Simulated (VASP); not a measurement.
```
VSi
1.0
    4.18969     0.00000     0.00000
   -2.09484     3.62838     0.00000
    0.00000     0.00000     4.71455
V Si
2 2
Direct
  0.33333   0.66667   0.93751
  0.66667   0.33333   0.43751
  0.33333   0.66667   0.43749
  0.66667   0.33333   0.93749
```
Starting moments (μB, in the order of the record's atoms V V Si Si): 0.9 0.9 -0.1 -0.1.

Calculation: r2SCAN meta-GGA, VASP's PBE PAW potentials (set 64) (plane waves; VASP). Settings: 400 eV cut-off, 8×8×6 Γ-centred mesh, first-order Methfessel-Paxton smearing of 0.10 eV, potentials V_sv Si.

Q: Estimate the cell moment, energy per atom (σ→0), band gap (on the k-mesh) with the smallest direct gap where there is one.

A: 
The band gap (on the k-mesh) comes out as none (metal, semimetal or under 0.01 eV). The cell moment is 1.69 μB and the energy per atom (σ→0) is -11.241 eV/atom.

Q: Give the moment on each site (PAW-sphere projection).

A: 
| site | moment (μB) |
|---|---|
| V1 | 0.88 |
| V2 | 0.88 |
| Si3 | -0.07 |
| Si4 | -0.07 |

Total energies compare only between runs with the same potentials, cut-off and functional.

The structure was generated: VSi was put into the wurtzite type (P6_3mc), which need not be its known phase. It was relaxed first, which changed the volume by -37 %. The relaxed cell has space group P6_3/mmc. The start is the result of an earlier pass.
